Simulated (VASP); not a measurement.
Given:

```
YSb
1.0
    3.74554     0.00000     0.00000
    0.00000     3.74554     0.00000
    0.00000     0.00000     3.74554
Y Sb
1 1
Direct
  0.00000   0.00000   0.00000
  0.50000   0.50000   0.50000
```

Method: PBEsol GGA, VASP's PBE PAW potentials (set 64) (plane waves; VASP 6.6.1). Settings: 400 eV cut-off, Gaussian smearing of 0.050 eV, potentials Y_sv Sb.

Unless said otherwise, spin-orbit coupling is left out, though it shifts the bands of the heavy elements here.

Estimate the band gap (along the path) with the smallest direct gap where there is one.

```yaml
band gap (along the path): none (metal, semimetal or under 0.01 eV)
```

The absolute energy has meaning only against runs of the same code, potentials and settings.

The structure was generated: YSb was put into the CsCl type type (Pm-3m), which need not be its known phase. It was relaxed first, which changed the volume by -33 %.
